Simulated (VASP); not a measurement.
# TiRuC2 with BEEF-vdW: from relaxation to properties

Aim: relax TiRuC2, then compute properties on the relaxed cell. The steps: first try, rough relaxation of the start cell, relaxing cell and atoms (BEEF-vdW), density, ELF and potential (BEEF-vdW), band structure (BEEF-vdW), density of states (BEEF-vdW), elastic tensor by finite strains (BEEF-vdW) and band structure (r2SCAN). The cell is invented: it takes the structure of a Materials Project entry for ZrTiC2 (space group 166 there), with some of its atoms replaced by other elements, volume scaled by an estimate. It may not be a known or stable phase.

Main program and level: VASP 6.6.1; BEEF-vdW; plane waves and PAW (Ru_pv, Ti_sv, C).

**1. The structure**

Before any relaxation, the start is as follows. It takes space group R-3m (No. 166, trigonal). The conventional cell has a = 3.078 Å, b = 3.078 Å, c = 14.959 Å, α = 90.00°, β = 90.00°, γ = 120.00°. Nearest to Ru lie 6 C at 2.22 Å. Nearest to Ti lie 6 C at 2.12 Å. Nearest to C lie 3 Ti at 2.12 Å and 3 Ru at 2.22 Å. It derives from ZrTiC2. it takes the structure of a Materials Project entry for ZrTiC2 (space group 166 there), with some of its atoms replaced by other elements, volume scaled by an estimate. Farther neighbours are not listed.

**2. First try**

This run is made with a changed input; what comes of it follows.

INCAR

```
SYSTEM = TiRuC2
PREC = Normal
ENCUT = 250
EDIFF = 1E-06
NELM = 81
ISMEAR = 0
SIGMA = 0.05
LREAL = .FALSE.
ALGO = Normal
GGA = BF
LUSE_VDW = .TRUE.
ZAB_VDW = -1.8867
LASPH = .TRUE.
NBANDS = 23
LORBIT = 11
LWAVE = .FALSE.
LCHARG = .FALSE.
KPAR = 2
IBRION = 2
NSW = 30
ISIF = 3
EDIFFG = -0.01
```

POSCAR

```
TiRuC2
1.0
    1.5391410000      0.8886230000      4.9863790000
   -1.5391410000      0.8886230000      4.9863790000
    0.0000000000     -1.7772460000      4.9863790000
Ru Ti C
1 1 2
Direct
    0.0000000000      0.0000000000      0.0000000000
    0.5000000000      0.5000000000      0.5000000000
    0.2443510000      0.2443510000      0.2443510000
    0.7556490000      0.7556490000      0.7556490000
```

KPOINTS

```
Automatic mesh
0
Gamma
7 7 7
0 0 0
```

PAW data sets: Ru_pv, Ti_sv and C (PBE family, release 64).

Run with:

```bash
$ mpirun -np 2 vasp_std
```

Output:

```text
[banner, memory and clock lines left out]
running    2 mpi-ranks, on    1 nodes
 distrk:  each k-point on    1 cores,    2 groups
 distr:  one band on    1 cores,    1 groups

 POSCAR found type information on POSCAR RuTiC
 POSCAR found :  3 types and       4 ions

     **************************************************************************
     Initializing libbeef V0.1.3 with the BEEF-vdW functional.
     **************************************************************************

|                                                                             |
|               ----> ADVICE to this user running VASP <----                  |
|                                                                             |
|     You have switched on vdW-DFT.                                           |
|     This routine was written and supplied by Jiri Klimes. We recommend      |
|     that you carefully read and cite the following publications:            |
|       J. Klimes, D.R. Bowler, A. Michelides                                 |
|          J. Phys.: Cond Matt. 22 022201 (2010)                              |
|       J. Klimes, D.R. Bowler, A. Michelides                                 |
|          Phys. Rev. B. 83, 195131 (2011)                                    |
|     and references therein.                                                 |
|                                                                             |

|                                                                             |
|               ----> ADVICE to this user running VASP <----                  |
|                                                                             |
|     You enforced a specific xc type in the INCAR file but a different       |
|     [... a line on the potential file left out ...]
|     I HOPE YOU KNOW WHAT YOU ARE DOING!                                     |
|                                                                             |

 LDA part: xc-table for (Slater+PW92), standard interpolation
 POSCAR, INCAR and KPOINTS ok, starting setup
 FFT: planning ... GRIDC
 FFT: planning ... GRID_SOFT
 FFT: planning ... GRID
 WAVECAR not read
 entering main loop
       N       E                     dE             d eps       ncg     rms          rms(c)
DAV:   1     0.237739932558E+03    0.23774E+03   -0.12159E+04  2207   0.104E+03
DAV:   2    -0.126006031796E+02   -0.25034E+03   -0.24070E+03  2248   0.358E+02
DAV:   3    -0.325332582925E+02   -0.19933E+02   -0.19534E+02  3467   0.893E+01
DAV:   4    -0.332725886508E+02   -0.73933E+00   -0.73870E+00  2315   0.148E+01
DAV:   5    -0.332902271259E+02   -0.17638E-01   -0.17638E-01  2849   0.205E+00    0.278E+01
DAV:   6    -0.300150850282E+02    0.32751E+01   -0.53071E+01  2190   0.599E+01    0.182E+01
DAV:   7    -0.268300082928E+02    0.31851E+01   -0.14705E+01  2511   0.374E+01    0.815E+00
DAV:   8    -0.265940998285E+02    0.23591E+00   -0.93925E+00  2608   0.215E+01    0.582E+00
DAV:   9    -0.263957788485E+02    0.19832E+00   -0.56093E-01  2598   0.668E+00    0.218E+00
DAV:  10    -0.263980574133E+02   -0.22786E-02   -0.18645E-01  3012   0.298E+00    0.787E-01
DAV:  11    -0.263934843167E+02    0.45731E-02   -0.24658E-02  2553   0.132E+00    0.292E-01
DAV:  12    -0.263939812865E+02   -0.49697E-03   -0.95876E-04  2213   0.256E-01    0.143E-01
DAV:  13    -0.263938168091E+02    0.16448E-03   -0.67830E-04  3088   0.198E-01    0.180E-02
DAV:  14    -0.263938152600E+02    0.15492E-05   -0.24477E-05  2242   0.414E-02    0.569E-03
DAV:  15    -0.263938161149E+02   -0.85493E-06   -0.26458E-06  1928   0.136E-02
   1 F= -.26393816E+02 E0= -.26392279E+02  d E =-.263938E+02
 curvature:   0.00 expect dE= 0.000E+00 dE for cont linesearch  0.000E+00
 trial: gam= 0.00000 g(F)=  0.226E+00 g(S)=  0.145E+01 ort = 0.000E+00 (trialstep = 0.100E+01)
 search vector abs. value=  0.167E+01
 bond charge predicted
       N       E                     dE             d eps       ncg     rms          rms(c)
DAV:   1    -0.477538911811E+02   -0.21360E+02   -0.48653E+02  2038   0.234E+02    0.615E+01
DAV:   2    -0.308556721112E+02    0.16898E+02   -0.10936E+02  2038   0.991E+01    0.181E+01
DAV:   3    -0.264715012322E+02    0.43842E+01   -0.26533E+01  2910   0.593E+01    0.109E+01
DAV:   4    -0.256563121477E+02    0.81519E+00   -0.12223E+01  2727   0.277E+01    0.473E+00
DAV:   5    -0.253447182090E+02    0.31159E+00   -0.19421E+00  2769   0.132E+01    0.264E+00
DAV:   6    -0.254339561902E+02   -0.89238E-01   -0.35919E-01  2609   0.281E+00    0.181E+00
DAV:   7    -0.254636004270E+02   -0.29644E-01   -0.30338E-02  2818   0.119E+00    0.907E-01
DAV:   8    -0.254785334266E+02   -0.14933E-01   -0.28469E-02  3010   0.748E-01    0.232E-01
DAV:   9    -0.254784488144E+02    0.84612E-04   -0.24107E-03  2509   0.366E-01    0.889E-02
DAV:  10    -0.254784564814E+02   -0.76669E-05   -0.23405E-04  2904   0.129E-01    0.286E-02
DAV:  11    -0.254784565402E+02   -0.58863E-07   -0.88594E-05  2727   0.890E-02    0.161E-02
DAV:  12    -0.254784535972E+02    0.29430E-05   -0.18217E-05  2529   0.401E-02    0.341E-03
DAV:  13    -0.254784533956E+02    0.20159E-06   -0.50047E-07  1218   0.611E-03
   2 F= -.25478453E+02 E0= -.25477389E+02  d E =0.915363E+00
[... from here on, the cycles between the ionic steps are left out ...]
   3 F= -.26688457E+02 E0= -.26686852E+02  d E =-.294641E+00
   4 F= -.26689548E+02 E0= -.26687951E+02  d E =-.295732E+00
   5 F= -.26795241E+02 E0= -.26793566E+02  d E =-.105693E+00
   6 F= -.26795402E+02 E0= -.26793700E+02  d E =-.105854E+00
   7 F= -.26792956E+02 E0= -.26791260E+02  d E =0.244670E-02
   8 F= -.26796298E+02 E0= -.26794599E+02  d E =-.895402E-03
   9 F= -.26796298E+02 E0= -.26794599E+02  d E =-.895426E-03
  10 F= -.26796296E+02 E0= -.26794598E+02  d E =-.894046E-03
 curvature:  -0.94 expect dE=-0.924E-04 dE for cont linesearch -0.153E-05
 ZBRENT: accuracy reached
 trial: gam= 0.03161 g(F)=  0.125E-04 g(S)=  0.863E-04 ort =-0.101E-03 (trialstep = 0.766E+00)
 search vector abs. value=  0.987E-04
 bond charge predicted
       N       E                     dE             d eps       ncg     rms          rms(c)
DAV:   1    -0.267964532503E+02   -0.15625E-03   -0.68054E-03  2031   0.788E-01    0.840E-02
DAV:   2    -0.267964013018E+02    0.51948E-04   -0.64958E-04  2687   0.220E-01    0.681E-02
DAV:   3    -0.267963488302E+02    0.52472E-04   -0.26652E-04  2666   0.146E-01    0.291E-02
DAV:   4    -0.267963358867E+02    0.12944E-04   -0.54936E-05  2884   0.530E-02    0.103E-02
DAV:   5    -0.267963358112E+02    0.75410E-07   -0.44747E-06  2075   0.171E-02
  11 F= -.26796336E+02 E0= -.26794655E+02  d E =-.393244E-04
 trial-energy change:   -0.000039  1 .order   -0.000040   -0.000073   -0.000007
 step:   0.8404(harm=  0.8404)  dis= 0.00057  next Energy=   -26.796337 (dE=-0.402E-04)
 reached required accuracy - stopping structural energy minimisation
```

Wall time 3.5 min (2 MPI ranks of Intel Xeon Platinum 8375C at 2.90GHz (Ice Lake), shared host); peak memory 0.47 GiB.

Lines that name or quote the potential files are left out of all logs, and their timing lines are given in words.

From OUTCAR (step 2):

```text
ion  position               nearest neighbor table
   1  0.000  0.000  0.000-   4 2.22   3 2.22   4 2.22   4 2.22   3 2.22   3 2.22   2 3.06   2 3.06
                             2 3.06   2 3.06   2 3.06   2 3.06
   2  0.500  0.500  0.500-   3 2.12   4 2.12   3 2.12   3 2.12   4 2.12   4 2.12   1 3.06   1 3.06
                             1 3.06   1 3.06   1 3.06   1 3.06
   3  0.244  0.244  0.244-   2 2.12   2 2.12   2 2.12   1 2.22   1 2.22   1 2.22
   4  0.756  0.756  0.756-   2 2.12   2 2.12   2 2.12   1 2.22   1 2.22   1 2.22

  LATTYP: Found a trigonal (rhomboedric) cell.
 ALAT       =     5.2936359325
 COS(alpha) =     0.8309252823

 Subroutine GETGRP returns: Found 12 space group operations
 (whereof 12 operations were pure point group operations)

The static configuration has the point symmetry D_3d.

 Found     44 irreducible k-points:

   k-points           NKPTS =     44   k-points in BZ     NKDIM =     44   number of bands    NBANDS=     23

   dimension x,y,z NGX =    20 NGY =   20 NGZ =   20
   dimension x,y,z NGXF=    40 NGYF=   40 NGZF=   40

   ENCUT  =  250.0 eV  18.37 Ry    4.29 a.u.   6.82  6.82  6.82*2*pi/ulx,y,z

   NELECT =      34.0000    total number of electrons

 k-points in reciprocal lattice and weights: Automatic mesh
   0.00000000  0.00000000  0.00000000       0.003
   0.14285714  0.00000000  0.00000000       0.017
   0.28571429  0.00000000  0.00000000       0.017
   0.42857143  0.00000000  0.00000000       0.017
   0.14285714  0.14285714  0.00000000       0.017
   0.28571429  0.14285714  0.00000000       0.035
   0.42857143  0.14285714  0.00000000       0.035
  -0.42857143  0.14285714 -0.00000000       0.035
  -0.28571429  0.14285714 -0.00000000       0.035
[...]
0.42857143  0.42857143  0.42857143       0.006
  -0.42857143  0.42857143  0.42857143       0.017

 average (electrostatic) potential at core
       1 -69.0876       2 -69.9572       3 -44.2919       4 -44.2919

 E-fermi :  11.4291

 k-point     1 :       0.0000    0.0000    0.0000
  band No.  band energies     occupation
    ...
     13       8.9319      2.00000
     14       8.9319      2.00000
     15       9.9105      2.00000
     16      11.2171      2.00000
     17      11.2171      2.00000
     18      11.9345      0.00000
     19      11.9345      0.00000
     20      12.3655      0.00000
     21      13.2135      0.00000
     22      13.2135      0.00000
    ...

 k-point     2 :       0.1429    0.0000    0.0000
  band No.  band energies     occupation
    ...
     13       8.1316      2.00000
     14       8.5712      2.00000
     15       9.2019      2.00000
     16       9.9641      2.00000
     17      11.0529      2.00000
     18      12.1341      0.00000
     19      12.4859      0.00000
     20      13.2090      0.00000
     21      13.6020      0.00000
     22      14.3110      0.00000
    ...

 k-point     3 :       0.2857    0.0000    0.0000
  band No.  band energies     occupation
    ...
     13       6.4801      2.00000
     14       8.0567      2.00000
     15       8.1531      2.00000
     16      10.0251      2.00000
     17      10.9954      2.00000
     18      12.3574      0.00000
     19      13.0209      0.00000
     20      13.1489      0.00000
     21      14.4719      0.00000
     22      14.7796      0.00000
    ...

Total vdW correction in eV:      4.0133428

  Total       -0.0101839     -0.0101839     -0.0204082      0.0000000      0.0000000      0.0000000
  in kB       -0.4279632     -0.4279627     -0.8576252      0.0000000      0.0000000      0.0000000
  external PRESSURE =      -0.5711837 kB  Pullay stress =       0.0000000 kB

  energy-cutoff  :      250.00
  volume of cell :       38.13
      direct lattice vectors                 reciprocal lattice vectors
     1.525906140  0.880981863  4.726856363     0.327674152  0.189182858  0.070519032
    -1.525906140  0.880981863  4.726856363    -0.327674152  0.189182858  0.070519032
    -0.000000000 -1.761963727  4.726856363     0.000000000 -0.378365716  0.070519032

 POSITION                                       TOTAL-FORCE (eV/Angst)
 -----------------------------------------------------------------------------------
     -0.00000      0.00000      0.00000        -0.000000      0.000000      0.000000
     -0.00000      0.00000      7.09028         0.000000      0.000000      0.000000
     -0.00000      0.00000      3.54623        -0.000000     -0.000000      0.002844
     -0.00000      0.00000     10.63434         0.000000      0.000000     -0.002844
 -----------------------------------------------------------------------------------
    total drift:                               -0.000000      0.000000      0.000000

  FREE ENERGIE OF THE ION-ELECTRON SYSTEM (eV)
  ---------------------------------------------------
  free  energy   TOTEN  =       -26.7963358112 eV

  energy  without entropy=      -26.7929747524  energy(sigma->0) =      -26.79465528

Total vdW correction in eV:      4.0133209

 reached required accuracy - stopping structural energy minimisation

 total charge
# of ion       s       p       d       tot
------------------------------------------
    1        0.347   6.377   6.086  12.810
    2        2.186   6.250   2.072  10.507
    3        0.891   1.533   0.000   2.423
    4        0.891   1.533   0.000   2.423
--------------------------------------------------
tot          4.315  15.692   8.157  28.164

[... 3 further parts left out ...]
```

CONTCAR:

```
TiRuC2
   1.00000000000000
     1.5259061399672449    0.8809818632889544    4.7268563630024261
    -1.5259061399672449    0.8809818632889544    4.7268563630024261
    -0.0000000000000000   -1.7619637265779089    4.7268563630024261
  Ru              Ti              C
     1     1     2
Direct
     0.0000000000000000    0.0000000000000000    0.0000000000000000
     0.5000000000000000    0.5000000000000000    0.5000000000000000
     0.2500768697154845    0.2500768697154845    0.2500768697154845
     0.7499231302845155    0.7499231302845155    0.7499231302845155
```

Convergence was reached, but on settings outside the sound range, so the numbers are no properties of the crystal.

The fault in the input: cell relaxed at a low cutoff (ENCUT = 250 and PREC = "Normal"). Relax cells at about 1.3 times the default cutoff with PREC = Accurate.

[end of part 1 of 5]

[Lines on the potential files, build, host, timing and source positions are cut from VASP's logs without a mark.]

[Logs are printed without paths, hosts, clocks, repeated set-up lines and the standing remarks that a program may print on its own settings, such as how far it seeks lower states.]

[Hosts, paths, dates, database ids (printed as entryN), source tags and the programs' standing remarks are cut or masked in the printed files.]

[A measured line is paired with the nearest computed mode of its activity, which favours agreement.]
